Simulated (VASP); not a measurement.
Here is the system:

```
CELL_PARAMETERS angstrom
      6.35500    -0.02391    -0.02391
     -0.02391     6.35500    -0.02391
     -0.02391    -0.02391     6.35500
ATOMIC_POSITIONS crystal
  Sn 0.01042 0.98708 0.98708
  Sn 0.23958 0.26292 0.26292
  Sn 0.48708 0.51042 0.98708
  Sn 0.76292 0.73958 0.26292
  Sn 0.48708 0.98708 0.51042
  Sn 0.76292 0.26292 0.73958
  Si 0.01196 0.51196 0.51196
  Si 0.23804 0.73804 0.73804
```

Level of theory: PBE GGA, VASP's PBE PAW potentials (set 64) (plane waves; VASP). Run with 400 eV cut-off, 4×4×4 Γ-centred mesh, Gaussian smearing of 0.050 eV, potentials Sn_d Si.

Unless said otherwise, spin-orbit coupling is left out, though it shifts the bands of the heavy elements here.

Problem. Estimate the energy per atom (σ→0), band gap (on the k-mesh) with the smallest direct gap where there is one.

Solution. 
```json
{
  "band gap (on the k-mesh)": "none (metal, semimetal or under 0.01 eV)",
  "energy per atom (σ→0)": "-4.128 eV/atom"
}
```

The structure was generated: Sn6Si2 was put into an ordered model structure (R-3m), which need not be its known phase. It was relaxed first, which changed the volume by +6 %.
